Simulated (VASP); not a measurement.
# AgB2 (P6/mmm) in VASP: further runs

The runs below take AgB2 through single point, with r2SCAN.

Everything below comes from runs of VASP 6.6.1. Logs are shortened: lines on timing, memory, paths and dates and some standing lists are left out, and cuts for length are marked.

### Step 1. The structure

The structure is hexagonal, space group P6/mmm (No. 191). Conventional cell: a = 3.000 Å, b = 3.000 Å, c = 3.240 Å, α = 90.00°, β = 90.00°, γ = 120.00°. Ag (site symmetry 6/mmm) has 12 B at 2.37 Å as nearest neighbours. Around B (site symmetry -6m2) lie 3 B at 1.73 Å.

### Step 2. Single point, r2SCAN

The input, INCAR:

```
SYSTEM = AgB2
PREC = Accurate
ENCUT = 280
EDIFF = 1E-6
ISMEAR = 0
SIGMA = 0.05
LREAL = .False.
LASPH = .True.
NELM = 100
ALGO = Normal
ISIF = 2
LWAVE = .False.
LCHARG = .False.
METAGGA = R2SCAN
LMIXTAU = .True.
ADDGRID = .False.
```

The input, KPOINTS:

```
regular mesh
0
Gamma
  6 6 5
  0 0 0
```

The input, POSCAR:

```
AgB2
1.0
    3.0000000000      0.0000000000      0.0000000000
   -1.5000000000      2.5980762114      0.0000000000
    0.0000000000      0.0000000000      3.2400000000
Ag B
1 2
Direct
    0.0172000000      0.0014340000     -0.0107780000
    0.6537670000      0.3220700000      0.4709270000
    0.3421410000      0.7037590000      0.5156140000
```

Potentials or basis: VASP PAW PBE potentials, release 64 (Ag, B).

On the command line:

```console
$ cat potpaw_PBE.64/Ag/POTCAR potpaw_PBE.64/B/POTCAR > POTCAR
$ mpirun -np 1 vasp_std > vasp.out
```

OUTCAR:

```text
SYSTEM = AgB2
   PREC = Accurate
   ENCUT = 280
   EDIFF = 1E-6
   ISMEAR = 0
   LREAL = .False.
   LASPH = .True.
   NELM = 100
   ISIF = 2
   METAGGA = R2SCAN

 Found     92 irreducible k-points:

 Following reciprocal coordinates:
            Coordinates               Weight
  0.000000  0.000000  0.000000      1.000000
  0.166667 -0.000000  0.000000      2.000000
  0.000000  0.166667  0.000000      2.000000
 -0.166667  0.166667  0.000000      2.000000
  0.333333  0.000000  0.000000      2.000000
  0.000000  0.333333  0.000000      2.000000
   k-points           NKPTS =     92   k-points in BZ     NKDIM =     92   number of bands    NBANDS=     12
   number of dos      NEDOS =    301   number of ions     NIONS =      3
   total plane-waves  NPLWV =   4608
   dimension x,y,z NGX =    16 NGY =   16 NGZ =   18
   dimension x,y,z NGXF=    32 NGYF=   32 NGZF=   36
   ions per type =               1   2
   NGX,Y,Z   is equivalent  to a cutoff of   8.87,  8.87,  9.24 a.u.
   NGXF,Y,Z  is equivalent  to a cutoff of  17.73, 17.73, 18.47 a.u.
 SYSTEM =  AgB2
   PREC   = accura    normal or accurate (medium, high low for compatibility)
   ISTART =      0    job   : 0-new  1-cont  2-samecut
   ICHARG =      2    charge: 1-file 2-atom 10-const
   ISPIN  =      1    spin polarized calculation?
   LNONCOLLINEAR =      F non collinear calculations
   LSORBIT =      F    spin-orbit coupling
   LASPH  =      T    aspherical Exc in radial PAW
   ENCUT  =  280.0 eV  20.58 Ry    4.54 a.u.   4.09  4.09  4.42*2*pi/ulx,y,z
   NELM   =    100;   NELMIN=  2; NELMDL= -5     # of ELM steps
   EDIFF  = 0.1E-05   stopping-criterion for ELM
   LREAL  =      F    real-space projection
   EDIFFG = 0.1E-04   stopping-criterion for IOM
   NSW    =      0    number of steps for IOM
   IBRION =     -1    ionic relax: 0-MD 1-quasi-New 2-CG
   NFREE  =      0    steps in history (QN), initial steepest desc. (CG)
   ISIF   =      2    stress and relaxation
   ISYM   =      2    0-nonsym 1-usesym 2-fastsym
   POTIM  = 0.5000    time-step for ionic-motion
   TEBEG  =    0.0;   TEEND  =   0.0 temperature during run
   PSTRESS=    0.0 pullay stress
   NELECT =      17.0000    total number of electrons
   NUPDOWN=      -1.0000    fix difference up-down
   EMIN   =  10.00;   EMAX   =-10.00  energy-range for DOS
   EFERMI =   0.00;   METHOD = LEGACY
   ISMEAR =     0;   SIGMA  =   0.05  broadening in eV -4-tet -1-fermi 0-gaus
   EFERMI_NEDOS =   21; number of points for ismear=-14 and -15
   IALGO  =     38    algorithm
   IMIX   =      4    mixing-type and parameters
     AMIX     =   0.40;   BMIX     =  1.00
     AMIX_MAG =   1.60;   BMIX_MAG =  1.00
  volume/ion in A,a.u.               =       8.42        56.81
  Fermi-wavevector in a.u.,A,eV,Ry     =   1.434779  2.711340 28.008838  2.058591
  Thomas-Fermi vector in A             =   2.554150
   LORBIT       =      0    0 simple, 1 ext, 2 COOP (PROOUT), +10 PAW based schemes
   METAGGA = R2SCAN    functional components
   LHFCALC =     F    Hartree Fock is set to
   AEXX    =    0.0000 exact exchange contribution
   IVDW    =     0    specifies the selected vdW correction
   LEPSILON=     F    determine dielectric tensor
   LRPA    =     F    only Hartree local field effects (RPA)
 non-spin polarized calculation
 Gauss-broadening in eV      SIGMA  =   0.05
  energy-cutoff  :      280.00
  volume of cell :       25.25
 maximum number of plane-waves:       280
   NGX =  9   NGY =  9   NGZ =  9

 number of electron      17.0000003 magnetization

 Free energy of the ion-electron system (eV)
  ---------------------------------------------------
  ext. energy  EPLUGINS =         0.00000000
  ---------------------------------------------------
  free energy    TOTEN  =       -32.95271776 eV

  energy without entropy =      -32.95135526  energy(sigma->0) =      -32.95203651

 E-fermi :  10.9012     XC(G=0): -14.2518

 val. band max:       10.8971385730   @ k =  -0.1667   0.1667   0.4000
 cond. band min:      10.9675419009   @ k =  -0.1667   0.0000   0.4000
 fundamental gap:      0.0704033280
 Fermi energy:        10.9012038292

 k-point     1 :       0.0000    0.0000    0.0000
  band No.  band energies     occupation
      1      -4.4664      2.00000
      2       3.2845      2.00000
      3       3.6619      2.00000
      4       3.8525      2.00000
      5       5.2924      2.00000
      6       5.4457      2.00000
      7       7.4233      2.00000
      8      11.0425      0.00006
      9      12.7595      0.00000
     10      15.5189      0.00000
     11      16.4292      0.00000
     12      17.5738      0.00000

 k-point     2 :       0.1667   -0.0000    0.0000
  band No.  band energies     occupation
      1      -3.9035      2.00000
      2       3.3041      2.00000
      3       3.5098      2.00000
      4       4.0818      2.00000
      5       4.3045      2.00000
      6       5.3349      2.00000
      7       9.0955      2.00000
      8       9.4723      2.00000
      9      10.6294      2.00000
     10      16.0765      0.00000
     11      16.9546      0.00000
     12      19.8197      0.00000

 k-point     3 :       0.0000    0.1667    0.0000
  band No.  band energies     occupation
      1      -3.9188      2.00000
      2       3.1937      2.00000
      3       3.4932      2.00000
      4       4.2078      2.00000
      5       4.4693      2.00000
      6       5.2393      2.00000
      7       8.9513      2.00000
      8       9.4610      2.00000
      9      10.7410      1.99999
     10      16.1635      0.00000
     11      17.6691      0.00000
     12      18.6591      0.00000

 k-point     4 :      -0.1667    0.1667    0.0000
  band No.  band energies     occupation
      1      -3.9030      2.00000
      2       3.3033      2.00000
      3       3.5256      2.00000
      4       4.0732      2.00000
      5       4.2931      2.00000
      6       5.3445      2.00000
      7       9.0928      2.00000
      8       9.5016      2.00000
      9      10.5642      2.00000
     10      16.0849      0.00000
     11      17.0058      0.00000
     12      19.8335      0.00000

 k-point     5 :       0.3333    0.0000    0.0000
  band No.  band energies     occupation
      1      -2.3158      2.00000
      2       2.1144      2.00000
      3       3.2581      2.00000
      4       3.5775      2.00000
      5       5.0118      2.00000
      6       5.1982      2.00000
      7       7.4563      2.00000
      8       8.3866      2.00000
      9      11.9410      0.00000
     10      15.9756      0.00000
     11      17.1400      0.00000
     12      18.4263      0.00000

 k-point     6 :       0.0000    0.3333    0.0000
  band No.  band energies     occupation
      1      -2.3948      2.00000
      2       2.0108      2.00000
      3       3.4627      2.00000
      4       3.6407      2.00000
      5       5.0081      2.00000
      6       5.1989      2.00000
      7       7.4675      2.00000
      8       8.6254      2.00000
      9      11.4820      0.00000
     10      15.9876      0.00000
     11      17.4190      0.00000
     12      18.4827      0.00000

 [... further k-points ...]
[... 5 lines left out ...]
  --------------------------------------------------------------------------------------
  -------------------------------------------------------------------------------------
  Total        5.6917076      7.8363986     12.2503627     -0.0536612     -0.0878231     -0.0754106
  in kB      361.1062546    497.1746207    777.2153664     -3.4044985     -5.5718748     -4.7843738
  external PRESSURE =     545.1654139 kB  Pullay stress =       0.0000000 kB

 VOLUME and BASIS-vectors are now :
 -----------------------------------------------------------------------------
  energy-cutoff  :      280.00
  volume of cell :       25.25
      direct lattice vectors                 reciprocal lattice vectors
     3.000000000  0.000000000  0.000000000     0.333333333  0.192450090  0.000000000
    -1.500000000  2.598076211  0.000000000     0.000000000  0.384900179  0.000000000
     0.000000000  0.000000000  3.240000000     0.000000000  0.000000000  0.308641975

 POSITION                                       TOTAL-FORCE (eV/Angst)
 -----------------------------------------------------------------------------------
      0.04945      0.00373      3.20508        -0.310951      0.026215      0.246300
      1.47820      0.83676      1.52580         0.193148      1.747560      1.155016
     -0.02922      1.82842      1.67059         0.117803     -1.773774     -1.401317
 -----------------------------------------------------------------------------------
    total drift:                                0.000872      0.000659     -0.000948

  FREE ENERGIE OF THE ION-ELECTRON SYSTEM (eV)
  ---------------------------------------------------
  free  energy   TOTEN  =       -32.9527177610 eV

  energy  without entropy=      -32.9513552619  energy(sigma->0) =      -32.95203651
```

Wall time 17 s (1 thread of Intel Xeon 6975P-C (Granite Rapids), shared host); peak memory 0.12 GiB.

The run converged, but a check on its numbers failed (symmetry, net force, bounds or a known fault of this set-up), so they aren't taken as properties of the crystal.

Caveat: the k mesh is coarse (spacing up to 0.40 Å⁻¹), so the values aren't converged; the cutoff lies under the usual one of these potentials, so the numbers hold a large basis-set error; the PAW data sets were made with another functional, which shifts forces and pressure a little.

### Step 3. Single point, r2SCAN

INCAR: that of step 2 with these lines changed.

```diff
@@ -2,3 +2,3 @@
 PREC = Accurate
-ENCUT = 280
+ENCUT = 460
 EDIFF = 1E-6
```

The input, KPOINTS:

```
regular mesh
0
Gamma
  5 5 4
  0 0 0
```

The input, POSCAR:

```
AgB2
1.0
    3.0000000000      0.0000000000      0.0000000000
   -1.5000000000      2.5980762114      0.0000000000
    0.0000000000      0.0000000000      3.2400000000
Ag B
1 2
Direct
    0.0000000000      0.0000000000      0.0000000000
    0.6666666667      0.3333333333      0.5000000000
    0.3333333333      0.6666666667      0.5000000000
```

Potentials or basis: VASP PAW PBE potentials, release 64 (Ag, B).

On the command line:

```console
$ cat potpaw_PBE.64/Ag/POTCAR potpaw_PBE.64/B/POTCAR > POTCAR
$ mpirun -np 1 vasp_std > vasp.out
```

OUTCAR:

```text
SYSTEM = AgB2
   PREC = Accurate
   ENCUT = 460
   EDIFF = 1E-6
   ISMEAR = 0
   LREAL = .False.
   LASPH = .True.
   NELM = 100
   ISIF = 2
   METAGGA = R2SCAN

 Found     15 irreducible k-points:

 Following reciprocal coordinates:
            Coordinates               Weight
  0.000000  0.000000  0.000000      1.000000
  0.200000 -0.000000  0.000000      6.000000
  0.400000 -0.000000  0.000000      6.000000
  0.200000  0.200000  0.000000      6.000000
  0.400000  0.200000  0.000000      6.000000
  0.000000  0.000000  0.250000      2.000000
   k-points           NKPTS =     15   k-points in BZ     NKDIM =     15   number of bands    NBANDS=     12
   number of dos      NEDOS =    301   number of ions     NIONS =      3
   total plane-waves  NPLWV =  13824
   dimension x,y,z NGX =    24 NGY =   24 NGZ =   24
   dimension x,y,z NGXF=    48 NGYF=   48 NGZF=   48
   ions per type =               1   2
   NGX,Y,Z   is equivalent  to a cutoff of  13.30, 13.30, 12.31 a.u.
   NGXF,Y,Z  is equivalent  to a cutoff of  26.60, 26.60, 24.63 a.u.
 SYSTEM =  AgB2
   PREC   = accura    normal or accurate (medium, high low for compatibility)
   ISTART =      0    job   : 0-new  1-cont  2-samecut
   ICHARG =      2    charge: 1-file 2-atom 10-const
   ISPIN  =      1    spin polarized calculation?
   LNONCOLLINEAR =      F non collinear calculations
   LSORBIT =      F    spin-orbit coupling
   LASPH  =      T    aspherical Exc in radial PAW
   ENCUT  =  460.0 eV  33.81 Ry    5.81 a.u.   5.25  5.25  5.67*2*pi/ulx,y,z
   NELM   =    100;   NELMIN=  2; NELMDL= -5     # of ELM steps
   EDIFF  = 0.1E-05   stopping-criterion for ELM
   LREAL  =      F    real-space projection
   EDIFFG = 0.1E-04   stopping-criterion for IOM
   NSW    =      0    number of steps for IOM
   IBRION =     -1    ionic relax: 0-MD 1-quasi-New 2-CG
   NFREE  =      0    steps in history (QN), initial steepest desc. (CG)
   ISIF   =      2    stress and relaxation
   ISYM   =      2    0-nonsym 1-usesym 2-fastsym
   POTIM  = 0.5000    time-step for ionic-motion
   TEBEG  =    0.0;   TEEND  =   0.0 temperature during run
   PSTRESS=    0.0 pullay stress
   NELECT =      17.0000    total number of electrons
   NUPDOWN=      -1.0000    fix difference up-down
   EMIN   =  10.00;   EMAX   =-10.00  energy-range for DOS
   EFERMI =   0.00;   METHOD = LEGACY
   ISMEAR =     0;   SIGMA  =   0.05  broadening in eV -4-tet -1-fermi 0-gaus
   EFERMI_NEDOS =   21; number of points for ismear=-14 and -15
   IALGO  =     38    algorithm
   IMIX   =      4    mixing-type and parameters
     AMIX     =   0.40;   BMIX     =  1.00
     AMIX_MAG =   1.60;   BMIX_MAG =  1.00
  volume/ion in A,a.u.               =       8.42        56.81
  Fermi-wavevector in a.u.,A,eV,Ry     =   1.434779  2.711340 28.008838  2.058591
  Thomas-Fermi vector in A             =   2.554150
   LORBIT       =      0    0 simple, 1 ext, 2 COOP (PROOUT), +10 PAW based schemes
   METAGGA = R2SCAN    functional components
   LHFCALC =     F    Hartree Fock is set to
   AEXX    =    0.0000 exact exchange contribution
   IVDW    =     0    specifies the selected vdW correction
   LEPSILON=     F    determine dielectric tensor
   LRPA    =     F    only Hartree local field effects (RPA)
 non-spin polarized calculation
 Gauss-broadening in eV      SIGMA  =   0.05
  energy-cutoff  :      460.00
  volume of cell :       25.25
 maximum number of plane-waves:       577
 NGX is ok and might be reduce to    24
   NGX = 11   NGY = 11   NGZ = 11

 number of electron      16.9999992 magnetization

 Free energy of the ion-electron system (eV)
  ---------------------------------------------------
  ext. energy  EPLUGINS =         0.00000000
  ---------------------------------------------------
  free energy    TOTEN  =       -33.20274458 eV

  energy without entropy =      -33.20062439  energy(sigma->0) =      -33.20168448

 E-fermi :  10.5282     XC(G=0): -14.2662

 val. band max:       10.4939865738   @ k =   0.4000  -0.0000   0.2500
 cond. band min:      10.6841214826   @ k =   0.2000  -0.0000   0.5000
 fundamental gap:      0.1901349088
 Fermi energy:        10.5281897492

 k-point     1 :       0.0000    0.0000    0.0000
  band No.  band energies     occupation
      1      -4.5013      2.00000
      2       3.3592      2.00000
      3       3.7943      2.00000
      4       3.7943      2.00000
      5       5.4298      2.00000
      6       5.4298      2.00000
      7       7.3189      2.00000
      8      11.7379      0.00000
      9      11.7379      0.00000
     10      16.5325      0.00000
     11      16.5325      0.00000
     12      16.7728      0.00000

 k-point     2 :       0.2000   -0.0000    0.0000
  band No.  band energies     occupation
      1      -3.7033      2.00000
      2       3.1401      2.00000
      3       3.6320      2.00000
      4       4.1321      2.00000
      5       4.3026      2.00000
      6       5.3190      2.00000
      7       9.1105      2.00000
      8       9.5660      2.00000
      9       9.7800      2.00000
     10      16.4716      0.00000
     11      17.7887      0.00000
     12      19.1138      0.00000

 k-point     3 :       0.4000   -0.0000    0.0000
  band No.  band energies     occupation
      1      -1.5282      2.00000
      2       1.3381      2.00000
      3       3.1973      2.00000
      4       3.4476      2.00000
      5       5.1449      2.00000
      6       5.5218      2.00000
      7       7.2665      2.00000
      8       7.6086      2.00000
      9      12.8375      0.00000
     10      16.1224      0.00000
     11      16.9152      0.00000
     12      17.8143      0.00000

 k-point     4 :       0.2000    0.2000    0.0000
  band No.  band energies     occupation
      1      -2.2009      2.00000
      2       2.2530      2.00000
      3       3.5123      2.00000
      4       3.5237      2.00000
      5       4.9029      2.00000
      6       4.9902      2.00000
      7       7.4178      2.00000
      8       7.6755      2.00000
      9      12.1742      0.00000
     10      17.0555      0.00000
     11      17.3312      0.00000
     12      19.6824      0.00000

 k-point     5 :       0.4000    0.2000    0.0000
  band No.  band energies     occupation
      1       0.2372      2.00000
      2       0.4833      2.00000
      3       2.6859      2.00000
      4       3.3872      2.00000
      5       4.4919      2.00000
      6       5.9115      2.00000
      7       6.2828      2.00000
      8       6.9974      2.00000
      9      14.9509      0.00000
     10      15.3037      0.00000
     11      18.2820      0.00000
     12      19.7489      0.00000

 k-point     6 :       0.0000    0.0000    0.2500
  band No.  band energies     occupation
      1      -3.7022      2.00000
      2       2.5247      2.00000
      3       4.0868      2.00000
      4       4.0868      2.00000
      5       5.0161      2.00000
      6       5.0161      2.00000
      7       6.0385      2.00000
      8      11.0538      0.00000
      9      11.0538      0.00000
     10      18.1011      0.00000
     11      18.1011      0.00000
     12      18.1601      0.00000

 [... further k-points ...]
[... 5 lines left out ...]
  --------------------------------------------------------------------------------------
  -------------------------------------------------------------------------------------
  Total        6.3854029      6.3854029     12.7245276      0.0000000     -0.0000000      0.0000000
  in kB      405.1172533    405.1172533    807.2984168      0.0000000     -0.0000000      0.0000000
  external PRESSURE =     539.1776411 kB  Pullay stress =       0.0000000 kB

 VOLUME and BASIS-vectors are now :
 -----------------------------------------------------------------------------
  energy-cutoff  :      460.00
  volume of cell :       25.25
      direct lattice vectors                 reciprocal lattice vectors
     3.000000000  0.000000000  0.000000000     0.333333333  0.192450090  0.000000000
    -1.500000000  2.598076211  0.000000000     0.000000000  0.384900179  0.000000000
     0.000000000  0.000000000  3.240000000     0.000000000  0.000000000  0.308641975

 POSITION                                       TOTAL-FORCE (eV/Angst)
 -----------------------------------------------------------------------------------
      0.00000      0.00000      0.00000         0.000000     -0.000000     -0.000000
      1.50000      0.86603      1.62000         0.000000     -0.000000      0.000000
     -0.00000      1.73205      1.62000        -0.000000      0.000000     -0.000000
 -----------------------------------------------------------------------------------
    total drift:                               -0.000000      0.000000      0.000000

  FREE ENERGIE OF THE ION-ELECTRON SYSTEM (eV)
  ---------------------------------------------------
  free  energy   TOTEN  =       -33.2027445752 eV

  energy  without entropy=      -33.2006243914  energy(sigma->0) =      -33.20168448
```

Wall time 10 s (1 thread of Intel Xeon 6975P-C (Granite Rapids), shared host); peak memory 0.14 GiB.

These settings aren't checked as converged: the numbers below hold their error.

What came out:

```yaml
Free_energy: -33.2027 eV
Pressure: 53.9 GPa
Band_gap_on_the_k_mesh: none (metal or under the smearing width)
```

Caveat: the k mesh is coarse (spacing up to 0.48 Å⁻¹), so the values aren't converged; a pressure of tens of GPa on the cell as given is suspect, and the run, the potentials or the cell itself is likely at fault; the PAW data sets were made with another functional, which shifts forces and pressure a little.

(Continued in part 2 of 2.)
